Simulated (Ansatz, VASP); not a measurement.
# Cross-check of AgSbSe3 between VASP and Ansatz

One calculation is typed for both programs; each brings its own data sets. How far apart do they land? The cell is generated by rule, not measured, and may not be a known phase. The cell is taken from a series of runs on this material, whose earlier steps may have relaxed, scaled, displaced or heated it; both programs get it as it stands.

Method: plane waves, with VASP 6.6.1 beside it; zone-centre phonons at PBEsol, in Ansatz 0.2.0.

The structure was built from a prototype and need not be the compound's stable phase.

### 1. The starting structure

It takes space group Pm-3m (No. 221, cubic). The conventional cell has a = 5.222 Å, b = 5.222 Å, c = 5.222 Å, α = 90.00°, β = 90.00°, γ = 90.00°. Ag has 12 Se at 3.69 Å nearest. Sb has 6 Se at 2.61 Å nearest. Nearest to Se lie 2 Sb at 2.61 Å. Farther neighbours and most contacts between anions are not listed.

### 2. Ansatz: zone-centre phonons, PBEsol

Ansatz runs on its PAW soft_1 files.

Second derivatives magnify differences that forces hide, and they need a tight electronic threshold.

input.yaml

```yaml
crystal:
  lattice:
    - [5.2222568262, 0.0, 0.0]
    - [0.0, 5.2222568262, 0.0]
    - [0.0, 0.0, 5.2222568262]
  atoms:
    - { symbol: Ag, position: [0.0, 0.0, 0.0] }
    - { symbol: Sb, position: [0.5, 0.5, 0.5] }
    - { symbol: Se, position: [0.5, 0.5, 0.0] }
    - { symbol: Se, position: [0.5, 0.0, 0.5] }
    - { symbol: Se, position: [0.0, 0.5, 0.5] }
kpoints:
  mp_grid: { grid: [8, 8, 8] }
hamiltonian:
  xc: pbesol
  pseudopotentials: { kind: paw, azcp: { folder: soft_1 }, xc_functional: pbe }
scf:
  occupations: { method: methfessel_paxton, width: 0.2 }
output:
  eigenvalues: true
phonons:
  method: dfpt
```

Run with:

```sh
> ansatz run input.yaml --threads 4 --pin off --max-ram 16384MiB --backend cpu --events-out ev --progress --plain --runs-dir out
```

Numbers of over 12 decimals in the logs are rounded to 6 here.

Log:

```text
zone centre: on kpoints.mp_grid the ground state, and the responses unless they are solved on pairs of k-points, stand on 125 of the mesh's 512 k-points, reduced under 8 symmetry operations, with k and −k counted as one. Each operation leaves every solved displacement unchanged or reverses it
Engine: ansatz 0.2.0, aarch64-unknown-linux-gnu
Pseudopotentials: kind: paw
Pseudopotential: Ag, paw, valence charge 19, recommended cutoff 420 eV (normal), soft_1/Ag.paw.azcp
Pseudopotential: Sb, paw, valence charge 15, recommended cutoff 420 eV (normal), soft_1/Sb.paw.azcp
Pseudopotential: Se, paw, valence charge 16, recommended cutoff 420 eV (normal), soft_1/Se.paw.azcp
Functional definition: PBEsol
  exchange = pbesol_x
  correlation = pbesol_c
Crystal: 5 atoms, lattice volume = 142.421 Å³
Basis set: ecut = 420 eV, 2801 PW (Γ), exchange–correlation on 72×72×72 points (8 copies of the dense FFT grid, shifted against one another)
Bands: 50, of which v1, the nominal top of the filled ones, is band 41 counted from 1 (40 counted from 0)
Symmetry: 48 space group operations
k-points: 125 of 512 (irreducible under 8 space group operations)
Non-local potential: Ag, projectors of the file, l = 0: 3, l = 1: 2, l = 2: 2, l = 3: 1
Non-local potential: Sb, projectors of the file, l = 0: 2, l = 1: 2, l = 2: 2, l = 3: 1
Non-local potential: Se, projectors of the file, l = 0: 2, l = 1: 2, l = 2: 3, l = 3: 1
PAW form: soft (Blöchl's): semilocal exchange-correlation on the pseudo side does not see the compensation charge
PAW frozen core: Ag, regenerated for the run's functional, and the local potential with it (the file was generated under x = pbe(κ = 0.804, μ = 0.219515), c = pbe(β = 0.066725))
PAW frozen core: Sb, regenerated for the run's functional, and the local potential with it (the file was generated under x = pbe(κ = 0.804, μ = 0.219515), c = pbe(β = 0.066725))
PAW frozen core: Se, regenerated for the run's functional, and the local potential with it (the file was generated under x = pbe(κ = 0.804, μ = 0.219515), c = pbe(β = 0.066725))
PAW one-centre angular grid: Ag, 590 points (default); XC on 64 Gauss nodes
PAW one-centre angular grid: Sb, 590 points (default); XC on 64 Gauss nodes
PAW one-centre angular grid: Se, 590 points (default); XC on 64 Gauss nodes
Initial density: superposition of atomic densities (chi_scale 0.1, normalization cell, long waves kept (reshape's long-wave potential 0.02 eV rms))
Initial wavefunctions: pseudopotential atomic-orbital guess
Functional: x = pbesol(κ = 0.804, μ = 0.123457), c = pbesol(β = 0.046)
SCF iter   1: F=—  HF=-30200.930674 eV  |F-HF|=—  |Δ(HF+E_count)|=         —  Δρ=3.66e-2  dr2=2.48e0  ethr=3.10e-3  ⟨swp⟩=6.9  Hψ=24322  notcnv=0  defer=11
preconditioner: auto → LDOS  [metal: Δε(μ)=0.022 eV  Ē_g=9.513 eV  σ=0.200 eV  W_gap=0.09  n_scr=32 (ndim 8)  ℏωp=18.1 eV  f_vac=0.053  D(μ)=4.78/eV (n_scr^D=32)  β→1.0]
SCF iter   2: F=—  HF=-30200.821766 eV  |F-HF|=—  |Δ(HF+E_count)|=   1.09e-1  S|Δr|=    0.00e0  Δρ=4.42e-2  dr2=2.30e0  ethr=3.02e-3  ⟨swp⟩=3.0  Hψ=13996  notcnv=0  defer=210
SCF iter   3: F=—  HF=-30200.163924 eV  |F-HF|=—  |Δ(HF+E_count)|=   6.58e-1  S|Δr|=    0.00e0  Δρ=2.76e-3  dr2=1.01e-2  ethr=2.80e-3  ⟨swp⟩=2.6  Hψ=13305  notcnv=0  defer=234
SCF iter   4: F=—  HF=-30200.168130 eV  |F-HF|=—  |Δ(HF+E_count)|=   4.21e-3  S|Δr|=    0.00e0  Δρ=8.22e-4  dr2=7.12e-4  ethr=1.24e-5  ⟨swp⟩=2.0  Hψ=11900  notcnv=0  defer=219
SCF iter   5: F=—  HF=-30200.169051 eV  |F-HF|=—  |Δ(HF+E_count)|=   9.21e-4  S|Δr|=    0.00e0  Δρ=2.54e-4  dr2=8.34e-5  ethr=8.68e-7  ⟨swp⟩=2.0  Hψ=10657  notcnv=0  defer=219
SCF iter   6: F=—  HF=-30200.169113 eV  |F-HF|=—  |Δ(HF+E_count)|=   6.18e-5  S|Δr|=    0.00e0  Δρ=6.10e-5  dr2=4.82e-6  ethr=1.02e-7  ⟨swp⟩=2.0  Hψ=10657  notcnv=0  defer=219
SCF iter   7: F=—  HF=-30200.169115 eV  |F-HF|=—  |Δ(HF+E_count)|=   1.74e-6  S|Δr|=    0.00e0  Δρ=1.32e-5  dr2=2.56e-7  ethr=5.88e-9  ⟨swp⟩=2.0  Hψ=10691  notcnv=0  defer=219
SCF iter   8: F=—  HF=-30200.169115 eV  |F-HF|=—  |Δ(HF+E_count)|=   2.65e-8  S|Δr|=    0.00e0  Δρ=3.76e-6  dr2=2.41e-8  ethr=3.13e-10  ⟨swp⟩=2.0  Hψ=10590  notcnv=0  defer=219
SCF iter   9: F=—  HF=-30200.169115 eV  |F-HF|=—  |Δ(HF+E_count)|=   4.05e-9  S|Δr|=    0.00e0  Δρ=7.87e-7  dr2=1.02e-9  ethr=2.94e-11  ⟨swp⟩=2.0  Hψ=8785  notcnv=0  defer=219
SCF iter  10: F=—  HF=-30200.169115 eV  |F-HF|=—  |Δ(HF+E_count)|=  6.55e-11  S|Δr|=    0.00e0  Δρ=1.27e-7  dr2=2.66e-11  ethr=1.24e-12  ⟨swp⟩=2.0  Hψ=8848  notcnv=0  defer=219
SCF iter  11: F=-30200.169115 eV  HF=-30200.169115 eV  |F-HF|=1.82e-11  |Δ(HF+E_count)|=  3.64e-12  S|Δr|=    0.00e0  Δρ=1.15e-8  dr2=1.51e-13  ethr=1.00e-12  ⟨swp⟩=13.3  Hψ=34512  notcnv=0
SCF 1 converged in 11 iterations: F = -30200.169115 eV  dr2 = 1.51e-13
  greatest PAW one-centre occupation: 1.001 electrons in one spin orbital (limit 2), on the Ag atom at site 0 (counted from 0), in its partial waves of l = 0
DFPT response loops at Γ: preconditioner auto → Kerker (q_TF=auto, 2.488 Å⁻¹) (partly filled bands, converged f_vac=0.046); β = 1.00, the filter's whole step (`scf.mixing.beta` (0.50) is not read by the response loops under this deck's `scf.mixing.preconditioner`; to damp them name `kerker` or `kerker_dos`, under which they read `scf.mixing.beta`, and type it under 1.00, their step now; both keys bind the ground state too); Broyden in place of MSR1
SCF converged after 11 iterations
Stability not checked: this state was not tested for a lower state beside it, because cold or Methfessel-Paxton smearing, or corrected tetrahedra, fill the levels in a way that the test cannot read (fill_not_monotonic; see scf.lower_state_search)
Free energy (F): -30200.169115 eV
Harris-Foulkes:  -30200.169115 eV  (|F-HF|=1.82e-11)
Internal energy: -30200.159367 eV  (E = F + TS)
E sigma→0 (E₀):  -30200.166678 eV
Entropy (-TS):   -0.009748 eV (-1.950 meV/atom)
Fermi energy:    6.733969 eV
--- Per-component energies (eV) ---
  E_band       = -1813.111935
  E_kinetic    = 961.513976
  E_local      = -13037.271545  (includes V_loc(G=0)·N_el)
  E_nonlocal   = -627.731404
  E_hartree    = 6438.427740
  E_xc         = -504.430496
  E_vxc        = -555.149185  (∫ρ·V_xc dr)
  E_paw        = -14618.762950  (= ΣΔE_a)
  E_vpaw       = -1431.328778  (= ΣTr[D̂ρ^β])
  E_aug_tail   = -0.000495  (compensation charges beyond the density's cutoff)
  E_ewald      = -8815.584144
  E_core_change = 3.679951  (= ΣΔE_core)
  E_smearing   = -0.009748  (= −TS)
  E_closure    = -0.000000  (closes the sum)
  Σ components = -30200.169115   (vs F -30200.169115, Δ=0.00e0)
--- Band table (eV; the first three rows and the last of 125) ---
  k-point 0: bands = [... 37 lower, 6.0098, 6.0098, 6.0623, 6.0623, 6.0623, 7.1247, 12.1877, 12.1877, ... 5 higher]
  k-point 1: bands = [... 37 lower, 5.9101, 5.9101, 6.0450, 6.0785, 6.0785, 7.5630, 12.2167, 12.3635, ... 5 higher]
  k-point 2: bands = [... 37 lower, 5.6373, 5.6373, 6.0065, 6.1637, 6.1637, 8.3188, 11.5196, 12.2921, ... 5 higher]
  k-point 124: bands = [... 37 lower, 5.4650, 7.1491, 7.2784, 7.2784, 7.2784, 7.6196, 7.6196, 7.6196, ... 5 higher]
--- Phonons (Γ-DFPT): 4 representative perturbations + reference, on 125 of 512 k-points (Σ response iterations 12) ---
  k mesh reduced under 8 symmetry operations, with k and −k counted as one. Each operation leaves every solved displacement unchanged or reverses it
  ASR residual: 1.097e-4 → 0.000e0 eV/Å²; symmetrization residual: 2.520e-5 eV/Å²
  ASR residual per site (eV/Å²): 4.18e-5 1.10e-4 1.07e-4 1.07e-4 1.07e-4
  Γ frequencies (cm⁻¹): -97.50 -97.50 -97.50 -76.02 -76.02 -76.02 -54.47 -54.47 -54.47 0.00 0.00 0.00 181.38 181.38 181.38
  non-analytic LO–TO correction: not included (Born effective charges unavailable; polar crystals: no LO–TO splitting at Γ)
```

(Part 1 of 3 ends here.)

[Lines on the potential files, build, host, timing and source positions are cut from VASP's logs without a mark.]

[Logs are printed without paths, hosts, clocks, repeated set-up lines and the standing remarks that a program may print on its own settings, such as how far it seeks lower states.]

[Hosts, paths, dates, database ids (printed as entryN), source tags and the programs' standing remarks are cut or masked in the printed files.]
